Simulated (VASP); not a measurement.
Consider the following.

```
TlIO3
1.0
    3.14697     1.81690     2.66281
   -3.14697     1.81690     2.66281
    0.00000    -3.63380     2.66281
Tl I O
1 1 3
Cartesian
  0.00000   0.00000   0.06686
  0.00000   0.00000   4.01111
  1.39082   0.80299   4.86546
 -1.39082   0.80299   4.86546
  0.00000  -1.60598   4.86546
```

These are r2SCAN meta-GGA, VASP's PBE PAW potentials (set 64) (plane waves; VASP) values and carry that method's errors. Run with 520 eV cut-off, 6×6×6 Γ-centred mesh, tetrahedra with Blöchl corrections, potentials Tl_d I O.

Unless said otherwise, spin-orbit coupling is left out, though it shifts the bands of the heavy elements here.

**Question.** Predict the energy per atom (σ→0), band gap (over mesh and band path) with the smallest direct gap where there is one.

**Answer.** 
| Item | Result |
|---|---|
| band gap (over mesh and band path) | 3.05 eV |
| smallest direct gap (over mesh and band path) | 3.05 eV |
| energy per atom (σ→0) | -1903.7 kJ/mol of atoms |

The absolute energy has meaning only against runs of the same code, potentials and settings.

The structure comes from a computed database's TlIO3 entry (R3m); how it stands against other phases isn't given here. It was relaxed first.
